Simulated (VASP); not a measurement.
Set up this calculation in VASP 6.6.1, as the native input.

```
Task                   : single point
Functional             : PBEsol
Potentials or basis    : VASP PAW PBE potentials, release 64 (As, P, Be)
Cutoff                 : 520 eV
k mesh                 : 4 × 4 × 4
Occupations            : gaussian, width 0.05 eV
Spin                   : no spin polarisation
Dipole correction      : no
Further INCAR settings : ALGO = Normal; EDIFF = 1e-06; NBANDS = 16
```

The structure of Be3AsP lies in POSCAR:

```
Be3AsP
1.0
    4.1044313524      0.0000000000      0.0000000000
    0.0000000000      4.1044313524      0.0000000000
    0.0000000000      0.0000000000      4.1044313524
As P Be
1 1 3
Direct
    0.0000000000      0.0000000000      0.0000000000
    0.5000000000      0.5000000000      0.5000000000
    0.5000000000      0.5000000000      0.0000000000
    0.5000000000      0.0000000000      0.5000000000
    0.0000000000      0.5000000000      0.5000000000
```

The cell comes from a database or a generator and needn't be the stable form of this composition.

One way to write it, as run:

INCAR

```
PREC = Accurate ; ENCUT = 520
EDIFF = 1E-6 ; ISMEAR = 0
SIGMA = 0.05 ; LREAL = F
LASPH = T ; NELM = 80
ALGO = Normal ; ISIF = 2
LWAVE = F ; LCHARG = F
GGA = PS ; NBANDS = 16
```

KPOINTS

```
Automatic mesh
0
Gamma
  4 4 4
```

Potentials or basis: VASP PAW PBE potentials, release 64 (As, P, Be).

Launch:

```console
$ cat potpaw_PBE.64/As/POTCAR potpaw_PBE.64/P/POTCAR potpaw_PBE.64/Be/POTCAR > POTCAR
$ mpirun -np 1 vasp_std > vasp.out
```

Results of the run:

```json
{"Pressure": "0.3 GPa", "Band gap on the k mesh": "none (metal or under the smearing width)"}
```

Caveat: the k mesh is coarse (spacing up to 0.38 Å⁻¹), so the values aren't converged; the PAW data sets were made with another functional, which shifts forces and pressure a little.

Run time: 8.8 s on 1 thread of Intel(R) Xeon(R) Platinum 8488C (Sapphire Rapids) (shared host), peak memory 0.17 GiB.
